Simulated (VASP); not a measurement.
Level of theory: PBE GGA with D4 dispersion, VASP's PBE PAW potentials (set 64) (plane waves; VASP).

Input for VASP

### POSCAR
```
GaAs
1
    0.0000000000     2.8608802183     2.8608802183
    2.8608802183     0.0000000000     2.8608802183
    2.8608802183     2.8608802183     0.0000000000
Ga As
1 1
Direct
  0.0000000000   0.0000000000   0.0000000000
  0.2500000000   0.2500000000   0.2500000000
```

INCAR:
```
LWAVE = .FALSE.
EDIFF = 1E-7
NELM = 100   # most electronic steps
ISMEAR = 0
SIGMA = 0.05
GGA = PE
LMAXMIX = 4
IVDW = 13
ISIF = 2   # forces and stress, cell fixed
LREAL = .FALSE.
PREC = Accurate
SYSTEM = GaAs
ALGO = Normal
ENCUT = 520   # plane-wave cut-off (eV)
LASPH = .TRUE.
LCHARG = .FALSE.
```

File KPOINTS:
```
Automatic mesh
0
gamma
 8 8 8
```

POTCAR, in this order: Ga_d As (PBE.64 set). Program: vasp_std.

The run wrote:

### OSZICAR
```
       N       E                     dE             d eps       ncg     rms          rms(c)
DAV:   1     0.836588323407E+02    0.83659E+02   -0.91639E+03   754   0.191E+03
DAV:   2    -0.183446180398E+01   -0.85493E+02   -0.82287E+02   809   0.337E+02
DAV:   3    -0.831048656836E+01   -0.64760E+01   -0.64436E+01   964   0.777E+01
DAV:   4    -0.842062769702E+01   -0.11014E+00   -0.11012E+00   874   0.113E+01
DAV:   5    -0.842259463464E+01   -0.19669E-02   -0.19668E-02   942   0.130E+00    0.280E+00
DAV:   6    -0.828521664410E+01    0.13738E+00   -0.25687E-01  1169   0.937E+00    0.169E+00
DAV:   7    -0.826798554867E+01    0.17231E-01   -0.68880E-02   998   0.208E+00    0.558E-01
DAV:   8    -0.826878185115E+01   -0.79630E-03   -0.10230E-02   899   0.141E+00    0.940E-02
DAV:   9    -0.826918161655E+01   -0.39977E-03   -0.10665E-03   908   0.465E-01    0.550E-02
DAV:  10    -0.826924716724E+01   -0.65551E-04   -0.79248E-05   998   0.978E-02    0.297E-02
DAV:  11    -0.826930124430E+01   -0.54077E-04   -0.85333E-05   809   0.786E-02    0.387E-03
DAV:  12    -0.826930161486E+01   -0.37056E-06   -0.14401E-06   917   0.190E-02    0.158E-03
DAV:  13    -0.826930206934E+01   -0.45448E-06   -0.60094E-07   834   0.662E-03    0.583E-04
DAV:  14    -0.826930204666E+01    0.22684E-07   -0.16457E-08   537   0.175E-03
   1 F= -.90785600E+01 E0= -.90785599E+01  d E =-.317760E-06
```

**OUTCAR**
```
------------------------ aborting loop because EDIFF is reached ----------------------------------------
  Edisp (eV):   -0.80926
  FORCE on cell =-STRESS in cart. coord.  units (eV):
  Direction    XX          YY          ZZ          XY          YZ          ZX
  --------------------------------------------------------------------------------------
  Total      -0.55834    -0.55834    -0.55834    -0.00000    -0.00000     0.00000
  in kB     -19.10222   -19.10222   -19.10222    -0.00000    -0.00000     0.00000
  external pressure =      -19.10 kB  Pullay stress =        0.00 kB
  volume of cell :       46.83
      direct lattice vectors                 reciprocal lattice vectors
     0.000000000  2.860880218  2.860880218    -0.174771386  0.174771386  0.174771386
     2.860880218  0.000000000  2.860880218     0.174771386 -0.174771386  0.174771386
     2.860880218  2.860880218  0.000000000     0.174771386  0.174771386 -0.174771386
  FREE ENERGIE OF THE ION-ELECTRON SYSTEM (eV)
  ---------------------------------------------------
  free  energy   TOTEN  =        -9.0785600212 eV

  energy  without entropy=       -9.0785597035  energy(sigma->0) =       -9.07855986
```
(Selected blocks of OUTCAR.)

File OUTCAR:
```
 val. band max:        3.6023836324   @ k =   0.0000   0.0000   0.0000

 cond. band min:       3.8551340807   @ k =   0.0000   0.0000   0.0000


 Fermi energy:         3.7338404797

 k-point     1 :       0.0000    0.0000    0.0000
  band No.  band energies     occupation
      1     -11.1464      2.00000
      2     -11.1464      2.00000
      3     -11.1464      2.00000
      4     -11.0757      2.00000
      5     -11.0757      2.00000
      6      -8.8712      2.00000
      7       3.6024      1.99980
      8       3.6024      1.99980
      9       3.6024      1.99980
     10       3.8551      0.00060
     11       7.3206      0.00000
     12       7.3206      0.00000
     13       7.3206      0.00000

 k-point     2 :       0.1250    0.0000    0.0000
  band No.  band energies     occupation
      1     -11.1576      2.00000
      2     -11.1433      2.00000
      3     -11.1433      2.00000
      4     -11.0758      2.00000
      5     -11.0758      2.00000
      6      -8.6983      2.00000
      7       1.6180      2.00000
      8       3.3793      2.00000
      9       3.3793      2.00000
     10       5.0238      0.00000
     11       7.6527      0.00000
     12       7.6527      0.00000
     13       7.7266      0.00000

 k-point     3 :       0.2500    0.0000    0.0000
  band No.  band energies     occupation
      1     -11.1827      2.00000
      2     -11.1365      2.00000
      3     -11.1365      2.00000
      4     -11.0754      2.00000
      5     -11.0754      2.00000
      6      -8.2158      2.00000
      7      -0.4686      2.00000
      8       2.9581      2.00000
      9       2.9581      2.00000
     10       4.9356      0.00000
     11       8.1584      0.00000
     12       8.1584      0.00000
     13       9.3853      0.00000

 k-point     4 :       0.3750    0.0000    0.0000
  band No.  band energies     occupation
      1     -11.2056      2.00000
      2     -11.1310      2.00000
      3     -11.1310      2.00000
...
```

The compound is GaAs in the zinc blende structure. This cell is one point of a volume scan, at 1.03 of the reference volume.
